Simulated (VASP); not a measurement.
Data:

```xyz
9
Lattice="4.5758 0.0000 0.0000 -2.2879 3.9627 0.0000 0.0000 0.0000 6.5642" Properties=species:S:1:pos:R:3 pbc="T T T"
Si    -1.1612     3.3122     5.4701
Si     1.1267     0.6505     1.0940
Si     0.0000     1.3010     3.2821
Si     3.4491     0.6505     5.4701
Si     1.1612     3.3122     1.0940
Si     2.2879     2.6618     3.2821
Mo     0.0000     3.9627     3.2821
Mo     1.1439     1.9814     5.4701
Mo     3.4318     1.9814     1.0940
```

Method: PBEsol GGA, VASP's PBE PAW potentials (set 64) (plane waves; VASP 6.6.1). Numerical set-up: 400 eV cut-off, 6×6×4 Γ-centred mesh, tetrahedra with Blöchl corrections, potentials Si Mo_sv.

Estimate the energy per atom (σ→0), band gap (on the k-mesh) with the smallest direct gap where there is one.

```
Property                                      Value
-----------------------------------  --------------
band gap (on the k-mesh)                    0.03 eV
smallest direct gap (on the k-mesh)         0.53 eV
energy per atom (σ→0)                -8.331 eV/atom
```

Only differences to runs with the same potentials and settings are physical.

The structure comes from a computed database's Si2Mo entry (P6_222); how it stands against other phases isn't given here. It was relaxed first.
